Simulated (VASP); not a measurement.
Data:

```
MnF2
1.0
    4.89229     0.00000     0.00000
    0.00000     4.89229     0.00000
    0.00000     0.00000     3.32397
Mn F
2 4
Direct
  0.00000   0.00000   0.00000
  0.50000   0.50000   0.50000
  0.30360   0.30360   0.00000
  0.80360   0.19640   0.50000
  0.19640   0.80360   0.50000
  0.69640   0.69640   0.00000
```
Starting moments (μB, in the order of the record's atoms Mn Mn F F F F): 4.5 -4.5 0.0 0.0 0.0 0.0.

Calculation: PBE GGA with D3 dispersion (zero damping), VASP's PBE PAW potentials (set 64) (plane waves; VASP). Numerical set-up: 520 eV cut-off, Gaussian smearing of 0.050 eV, potentials Mn_pv F.

Problem. Give the spin-up energies of bands 18 to 31 at the high-symmetry points, in eV from the valence-band maximum.

Solution. 
| band | Γ | Y | C0 | Z | A0 | T | S | R |
|---|---|---|---|---|---|---|---|---|
| 18 | -5.27 | -4.79 | -4.79 | -5.11 | -5.09 | -5.09 | -5.02 | -5.26 |
| 19 | -4.41 | -4.60 | -4.60 | -4.74 | -4.29 | -4.29 | -4.88 | -4.61 |
| 20 | -4.03 | -4.51 | -4.51 | -4.64 | -4.22 | -4.22 | -4.82 | -4.53 |
| 21 | -4.02 | -4.49 | -4.49 | -4.51 | -4.14 | -4.14 | -4.07 | -4.23 |
| 22 | -3.73 | -4.36 | -4.36 | -4.40 | -4.12 | -4.12 | -4.05 | -4.20 |
| 23 | -1.63 | -1.63 | -1.63 | -1.44 | -1.47 | -1.47 | -1.59 | -1.48 |
| 24 | -1.39 | -1.38 | -1.38 | -1.38 | -1.42 | -1.42 | -1.35 | -1.41 |
| 25 | -1.23 | -1.16 | -1.16 | -1.12 | -1.23 | -1.23 | -1.21 | -1.23 |
| 26 | -0.35 | -0.51 | -0.51 | -0.52 | -0.54 | -0.54 | -0.06 | -0.62 |
| 27 | -0.06 | -0.06 | -0.06 | -0.21 | -0.05 | -0.05 | 0.00 | -0.02 |
| 28 | 2.25 | 2.68 | 2.68 | 2.87 | 2.84 | 2.84 | 2.61 | 2.84 |
| 29 | 2.61 | 3.08 | 3.08 | 2.93 | 2.91 | 2.91 | 3.04 | 2.92 |
| 30 | 3.10 | 3.10 | 3.10 | 3.00 | 3.07 | 3.07 | 3.06 | 3.06 |
| 31 | 3.10 | 3.30 | 3.30 | 3.66 | 3.59 | 3.59 | 3.85 | 3.66 |

Problem. Give the spin-down energies of bands 18 to 31 at the high-symmetry points, in eV from the valence-band maximum.

Solution. 
```
band      Γ      Y     C0      Z     A0      T      S      R
----  -----  -----  -----  -----  -----  -----  -----  -----
18    -5.27  -4.79  -4.79  -5.11  -5.09  -5.09  -5.02  -5.26
19    -4.41  -4.60  -4.60  -4.74  -4.29  -4.29  -4.88  -4.61
20    -4.03  -4.51  -4.51  -4.64  -4.22  -4.22  -4.82  -4.53
21    -4.02  -4.49  -4.49  -4.51  -4.14  -4.14  -4.07  -4.23
22    -3.73  -4.36  -4.36  -4.40  -4.12  -4.12  -4.05  -4.20
23    -1.63  -1.63  -1.63  -1.44  -1.47  -1.47  -1.59  -1.48
24    -1.39  -1.38  -1.38  -1.38  -1.42  -1.42  -1.35  -1.41
25    -1.23  -1.16  -1.16  -1.12  -1.23  -1.23  -1.21  -1.23
26    -0.35  -0.51  -0.51  -0.52  -0.54  -0.54  -0.06  -0.62
27    -0.06  -0.06  -0.06  -0.21  -0.05  -0.05   0.00  -0.02
28     2.25   2.68   2.68   2.87   2.84   2.84   2.61   2.84
29     2.61   3.08   3.08   2.93   2.91   2.91   3.04   2.92
30     3.10   3.10   3.10   3.00   3.07   3.07   3.06   3.06
31     3.10   3.30   3.30   3.66   3.59   3.59   3.85   3.66
```

The gap is indirect, 2.25 eV, from the valence maximum at Z-A0 at 0.57 to the conduction minimum at Γ.

The compound is MnF2 in the rutile structure. It was relaxed first.
